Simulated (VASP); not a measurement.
Crystal: Sb.

```
Sb
1.0
     2.16297    1.24879    3.68010
    -2.16297    1.24879    3.68010
     0.00000   -2.49758    3.68010
Sb
2
Direct
  0.23624 0.23624 0.23624
  0.76376 0.76376 0.76376
```

Base run:

```yaml
Program: VASP 6.6.1
Functional: PBEsol
Potentials_or_basis: VASP PAW PBE potentials, release 64 (Sb)
Cutoff: 900 eV
k_mesh: 12 × 12 × 12
Occupations: gaussian, width 0.1 eV
Spin: no spin polarisation
```

Its results: band gap on the k mesh none (metal or under the smearing width); pressure 0.0 GPa.

After a change of settings the same cell gave: band gap on the k mesh none (metal or under the smearing width); pressure 1.6 GPa. Which change was it?
A. functional from PBEsol to r2SCAN; cutoff from 900 eV to 520 eV
B. cutoff from 900 eV to 520 eV; k mesh from 12 × 12 × 12 to 18 × 18 × 18
C. cutoff from 900 eV to 520 eV; occupations from gaussian, width 0.1 eV to gaussian, width 0.5 eV
D. cutoff from 900 eV to 700 eV

A.

Caveats: the PAW data sets were made with another functional, which shifts forces and pressure a little.
